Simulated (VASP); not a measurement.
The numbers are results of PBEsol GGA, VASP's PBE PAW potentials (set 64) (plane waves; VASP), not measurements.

A VASP calculation is set up with these files.

**INCAR**
```
! general
SYSTEM =Gd
PREC   =Accurate
ENCUT  =480   ! plane-wave cut-off (eV)
LREAL  =F
LASPH  =T   ! aspherical one-centre terms

! electronic loop
EDIFF  =1E-7   ! SCF stop (eV)
NELM   =100   ! most electronic steps
ALGO   =Normal   ! blocked Davidson
LMAXMIX=6   ! l cut-off of mixed one-centre charges

! smearing
ISMEAR =1   ! Methfessel-Paxton
SIGMA  =0.1   ! width (eV)

! functional
GGA    =PS   ! PBEsol

! ions
ISIF   =2

! output
LWAVE  =F
LCHARG =F
```

**KPOINTS**
```
Automatic mesh
0
Gamma
12 12 6
0 0 0
```

**POSCAR**
```
Gd
1.0
  1.7813651080  -3.0854146702   0.0000000000
  1.7813651080   3.0854146702   0.0000000000
  0.0000000000   0.0000000000   5.6269192390
Gd
2
Cart
  1.7813651080   1.0284736137   1.4067298098
  1.7813651080  -1.0284736137   4.2201894293
```

POTCAR, in this order: Gd_3 (PBE.64 set). Program: vasp_std.

### Question
What will the output report for the number of irreducible k-points (NKPTS), number of bands (NBANDS), largest plane-wave count, number of space-group operations, FFT grid (NGX, NGY, NGZ)?

### Answer

The number of irreducible k-points (NKPTS) comes out as 76, the number of bands (NBANDS) is 13 and the largest plane-wave count is 1496. The number of space-group operations is 24 and the FFT grid (NGX, NGY, NGZ) comes out as 28 × 28 × 40.

The compound is Gd in the hcp structure. It was relaxed first, which changed the volume by -6 %. The 4f electrons are frozen in the core of the lanthanide potential, so 4f levels, which can set the real gap, and their magnetism are missing.
